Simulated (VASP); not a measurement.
Output of a VASP run:

### OUTCAR
```
 ion  position               nearest neighbor table
   1  0.000  0.000  0.000-   4 2.08   4 2.08   4 2.08   3 2.08   3 2.08   3 2.08   2 2.94   2 2.94
                             2 2.94   2 2.94   2 2.94   2 2.94
   2  0.500  0.500  0.500-   3 2.08   3 2.08   3 2.08   4 2.08   4 2.08   4 2.08   1 2.94   1 2.94
                             1 2.94   1 2.94   1 2.94   1 2.94
   3  0.250  0.250  0.250-   1 2.08   1 2.08   1 2.08   2 2.08   2 2.08   2 2.08
   4  0.750  0.750  0.750-   2 2.08   2 2.08   2 2.08   1 2.08   1 2.08   1 2.08
  LATTYP: Found a trigonal (rhomboedric) cell.
 ALAT       =     5.0821515147
 COS(alpha) =     0.8325082440
 Subroutine PRICEL returns following result:
  LATTYP: Found a trigonal (rhomboedric) cell.
 ALAT       =     2.9359967051
 COS(alpha) =     0.4981458437
 Subroutine GETGRP returns: Found 12 space group operations
The static configuration has the point symmetry D_3d.
The dynamic configuration has the point symmetry D_3d.
The overall configuration has the point symmetry D_3d.
 Subroutine INISYM returns: Found 12 space group operations
 Subroutine IBZKPT returns following result:
 Found     65 irreducible k-points:

 Following reciprocal coordinates:
            Coordinates               Weight
  0.000000  0.000000  0.000000      1.000000
  0.125000 -0.000000 -0.000000      6.000000
  0.250000 -0.000000 -0.000000      6.000000
  0.375000 -0.000000 -0.000000      6.000000
  0.500000 -0.000000 -0.000000      3.000000
  0.125000  0.125000 -0.000000      6.000000
  0.250000  0.125000 -0.000000     12.000000
  0.375000  0.125000 -0.000000     12.000000
  0.500000  0.125000 -0.000000     12.000000
 -0.375000  0.125000 -0.000000     12.000000
 -0.250000  0.125000  0.000000     12.000000
 -0.125000  0.125000  0.000000      6.000000
  0.250000  0.250000 -0.000000      6.000000
  0.375000  0.250000 -0.000000     12.000000
  0.500000  0.250000 -0.000000     12.000000
 -0.375000  0.250000  0.000000     12.000000
 -0.250000  0.250000  0.000000      6.000000
  0.375000  0.375000 -0.000000      6.000000
  0.500000  0.375000  0.000000     12.000000
 -0.375000  0.375000  0.000000      6.000000
  0.500000  0.500000 -0.000000      3.000000
  0.125000  0.125000  0.125000      2.000000
  0.250000  0.125000  0.125000      6.000000
  0.375000  0.125000  0.125000      6.000000
  0.500000  0.125000  0.125000      6.000000
 -0.375000  0.125000  0.125000      6.000000
 -0.250000  0.125000  0.125000      6.000000
 -0.125000  0.125000  0.125000      6.000000
  0.250000  0.250000  0.125000      6.000000
  0.375000  0.250000  0.125000     12.000000
  0.500000  0.250000  0.125000     12.000000
 -0.375000  0.250000  0.125000     12.000000
 -0.250000  0.250000  0.125000     12.000000
 -0.125000  0.250000  0.125000     12.000000
  0.375000  0.375000  0.125000      6.000000
  0.500000  0.375000  0.125000     12.000000
 -0.375000  0.375000  0.125000     12.000000
 -0.250000  0.375000  0.125000     12.000000
 -0.125000  0.375000  0.125000     12.000000
  0.500000  0.500000  0.125000      6.000000
   k-points           NKPTS =     65   k-points in BZ     NKDIM =     65   number of bands    NBANDS=     20
   number of dos      NEDOS =    301   number of ions     NIONS =      4
   total plane-waves  NPLWV =  64000
   dimension x,y,z NGX =    40 NGY =   40 NGZ =   40
   dimension x,y,z NGXF=    80 NGYF=   80 NGZF=   80
   ions per type =               2   2
   PREC   = accura    normal or accurate (medium, high low for compatibility)
   ISTART =      0    job   : 0-new  1-cont  2-samecut
   ICHARG =      2    charge: 1-file 2-atom 10-const
   ISPIN  =      2    spin polarized calculation?
   LNONCOLLINEAR =      F non collinear calculations
   LSORBIT =      F    spin-orbit coupling
   INIWAV =      1    electr: 0-lowe 1-rand  2-diag
   ENCUT  =  520.0 eV  38.22 Ry    6.18 a.u.   9.45  9.45  9.45*2*pi/ulx,y,z
   NELM   =    100;   NELMIN=  2; NELMDL= -5     # of ELM steps
   EDIFF  = 0.1E-05   stopping-criterion for ELM
...
```

**OSZICAR**
```
       N       E                     dE             d eps       ncg     rms          rms(c)
DAV:   1     0.263653095215E+03    0.26365E+03   -0.16024E+04  5328   0.212E+03
DAV:   2     0.961735323261E+01   -0.25404E+03   -0.23857E+03  5332   0.409E+02
DAV:   3    -0.194640165180E+02   -0.29081E+02   -0.27612E+02  5924   0.156E+02
DAV:   4    -0.204034596791E+02   -0.93944E+00   -0.93364E+00  5828   0.300E+01
DAV:   5    -0.204310212297E+02   -0.27562E-01   -0.27545E-01  6220   0.484E+00    0.206E+01
DAV:   6    -0.177088655632E+02    0.27222E+01   -0.42339E+01  7832   0.108E+02    0.213E+01
DAV:   7    -0.161377201541E+02    0.15711E+01   -0.73205E+00  6584   0.820E+01    0.931E+00
DAV:   8    -0.163308292853E+02   -0.19311E+00   -0.21914E+00  5884   0.130E+01    0.604E+00
DAV:   9    -0.162489909930E+02    0.81838E-01   -0.20146E-01  8416   0.121E+01    0.172E+00
DAV:  10    -0.162660240287E+02   -0.17033E-01   -0.78101E-02  7164   0.423E+00    0.876E-01
DAV:  11    -0.162659827974E+02    0.41231E-04   -0.16430E-02  8268   0.354E+00    0.156E-01
DAV:  12    -0.162664122301E+02   -0.42943E-03   -0.37733E-03  5484   0.539E-01    0.118E-01
DAV:  13    -0.162663763732E+02    0.35857E-04   -0.34389E-04  7980   0.206E-01    0.497E-02
DAV:  14    -0.162664155319E+02   -0.39159E-04   -0.12641E-04  7400   0.204E-01    0.333E-02
DAV:  15    -0.162664042097E+02    0.11322E-04   -0.27161E-05  7804   0.793E-02    0.774E-03
DAV:  16    -0.162664009605E+02    0.32492E-05   -0.24243E-06  3852   0.249E-02    0.266E-03
DAV:  17    -0.162663993756E+02    0.15848E-05   -0.45052E-07  2652   0.104E-02    0.102E-03
DAV:  18    -0.162664003138E+02   -0.93819E-06   -0.16511E-07  2640   0.662E-03
   1 F= -.16266400E+02 E0= -.16266400E+02  d E =-.162664E+02  mag=     0.0000
```

OUTCAR:
```
------------------------ aborting loop because EDIFF is reached ----------------------------------------
  FORCE on cell =-STRESS in cart. coord.  units (eV):
  Direction    XX          YY          ZZ          XY          YZ          ZX
  --------------------------------------------------------------------------------------
  Total       -0.0019548     -0.0019548     -0.0019548     -0.0425267     -0.0425267     -0.0425267
  in kB       -0.0872645     -0.0872645     -0.0872645     -1.8983945     -1.8983945     -1.8983945
  external PRESSURE =      -0.0872645 kB  Pullay stress =       0.0000000 kB
  volume of cell :       35.89
      direct lattice vectors                 reciprocal lattice vectors
     4.152122794  2.072213831  2.072213831     0.360704190 -0.120086084 -0.120086084
     2.072213831  4.152122794  2.072213831    -0.120086084  0.360704190 -0.120086084
     2.072213831  2.072213831  4.152122794    -0.120086084 -0.120086084  0.360704190
 POSITION                                       TOTAL-FORCE (eV/Angst)
 -----------------------------------------------------------------------------------
      0.00000      0.00000      0.00000         0.000000      0.000000     -0.000000
      4.14828      4.14828      4.14828        -0.000000      0.000000      0.000000
      2.07414      2.07414      2.07414         0.000000     -0.000000     -0.000000
      6.22241      6.22241      6.22241         0.000000     -0.000000      0.000000
 -----------------------------------------------------------------------------------
    total drift:                                0.000000     -0.000000     -0.000000
  FREE ENERGIE OF THE ION-ELECTRON SYSTEM (eV)
  ---------------------------------------------------
  free  energy   TOTEN  =       -16.2664003138 eV

  energy  without entropy=      -16.2664003138  energy(sigma->0) =      -16.26640031

 total charge

# of ion       s       p       d       tot
------------------------------------------
    1        0.335   0.413   8.297   9.045
    2        0.335   0.413   8.297   9.045
    3        1.557   3.410   0.000   4.966
    4        1.557   3.410   0.000   4.966
--------------------------------------------------
tot          3.783   7.645  16.595  28.023

 magnetization (x)

# of ion       s       p       d       tot
------------------------------------------
    1       -0.011  -0.014   1.305   1.280
    2        0.011   0.014  -1.305  -1.280
    3        0.000   0.000   0.000   0.000
    4        0.000   0.000   0.000   0.000
--------------------------------------------------
tot          0.000   0.000   0.000   0.000

 reached required accuracy - stopping structural energy minimisation
```
(Selected blocks of OUTCAR.)

File POSCAR:
```
NiO
1
    4.1521227941     2.0722138308     2.0722138308
    2.0722138308     4.1521227941     2.0722138308
    2.0722138308     2.0722138308     4.1521227941
Ni O
2 2
Direct
  0.0000000000   0.0000000000   0.0000000000
  0.5000000000   0.5000000000   0.5000000000
  0.2500000000   0.2500000000   0.2500000000
  0.7500000000   0.7500000000   0.7500000000
```

Q: Write an INCAR and KPOINTS that could have produced this output.

A: This is not unique; one that fits is the input of the run itself, rev-vdW-DF2, plane waves, VASP's PBE PAW potentials (set 64).

INCAR:
```
# general
SYSTEM    =  NiO
PREC      =  Accurate
ENCUT     =  520   # plane-wave cut-off (eV)
LREAL     =  .FALSE.   # projection in real space or not
LASPH     =  .TRUE.   # aspherical one-centre terms

# electronic loop
EDIFF     =  1E-6
NELM      =  100   # most electronic steps
ALGO      =  Normal   # blocked Davidson
LMAXMIX   =  4

# smearing
ISMEAR    =  0   # Gaussian
SIGMA     =  0.05   # width (eV)

# functional
GGA       =  MK
LUSE_VDW  =  .TRUE.
AGGAC     =  0.0
PARAM1    =  0.1234568
PARAM2    =  0.7114
ZAB_VDW   =  -1.8867

# spin
ISPIN     =  2   # spin-polarised
MAGMOM    =  1.3 -1.3 2*0.0

# ions
IBRION    =  2   # conjugate gradients
NSW       =  60
ISIF      =  3   # ions, shape and volume
EDIFFG    =  -0.02

# output
LWAVE     =  .FALSE.
LCHARG    =  .FALSE.
LORBIT    =  10
```

KPOINTS:
```
Automatic mesh
0
Gamma
8 8 8
0 0 0
```

POTCAR, in this order: Ni O (PBE.64 set). Program: vasp_std.

The compound is NiO in the rock salt, AFM-II order structure. It was relaxed first. The start is the result of an earlier pass.
